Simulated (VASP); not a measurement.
VASP input:

**KPOINTS**
```
Regular mesh
0
gamma
  7 7 7
0 0 0
```

### INCAR
```
! general
SYSTEM  = Li2S
PREC    = Accurate
ENCUT   = 620
LREAL   = .FALSE.
LASPH   = .TRUE.

! electronic loop
EDIFF   = 1E-6
NELM    = 100
ALGO    = Normal

! smearing
ISMEAR  = 0
SIGMA   = 0.05

! ions
IBRION  = 2
NSW     = 40
ISIF    = 3
EDIFFG  = -0.02
PSTRESS = 50

! output
LWAVE   = .FALSE.
LCHARG  = .FALSE.
```

File POSCAR:
```
Li2S
1.0
  0.0000000000   2.7838676737   2.7838676737
  2.7838676737   0.0000000000   2.7838676737
  2.7838676737   2.7838676737   0.0000000000
Li S
2 1
Direct
  0.2500000000   0.2500000000   0.2500000000
  0.7500000000   0.7500000000   0.7500000000
  0.0000000000   0.0000000000   0.0000000000
```

POTCAR, in this order: Li_sv S (LDA.64 set). Program: vasp_std.

### Question
Write an equivalent input for Quantum ESPRESSO's pw.x.

### Answer
One equivalent input (not run):
```
&CONTROL
  calculation = 'vc-relax'
  pseudo_dir = './pseudo'
  outdir = './out'
  tprnfor = .true.
  tstress = .true.
  nstep = 40
  forc_conv_thr = 0.00078
/
&SYSTEM
  ibrav = 0
  nat = 3
  ntyp = 2
  ecutwfc = 74
  occupations = 'smearing'
  smearing = 'gaussian'
  degauss = 0.003675
  input_dft = 'pz'
/
&ELECTRONS
  conv_thr = 7.3e-08
  electron_maxstep = 100
/
&IONS
/
&CELL
  press = 50
/
ATOMIC_SPECIES
  Li 6.940 Li.upf
  S 32.060 S.upf
CELL_PARAMETERS angstrom
     0.0000000    2.7838677    2.7838677
     2.7838677    0.0000000    2.7838677
     2.7838677    2.7838677    0.0000000
ATOMIC_POSITIONS crystal
  Li   0.2500000  0.2500000  0.2500000
  Li   0.7500000  0.7500000  0.7500000
  S    0.0000000  0.0000000  0.0000000
K_POINTS automatic
  7 7 7 0 0 0
```
Limits of the translation: the potentials are each code's own (VASP's PAW set, PseudoDojo norm-conserving files in pw.x), so ENCUT and ecutwfc are chosen apart and not converted; conv_thr bounds pw.x's estimated SCF error, while EDIFF bounds the energy change between steps; forc_conv_thr acts on force components and is met together with etot_conv_thr.

The compound is Li2S in the antifluorite structure. This run relaxes it under an external pressure of 5 GPa. Symmetry was kept, so distortions that lower it aren't found.
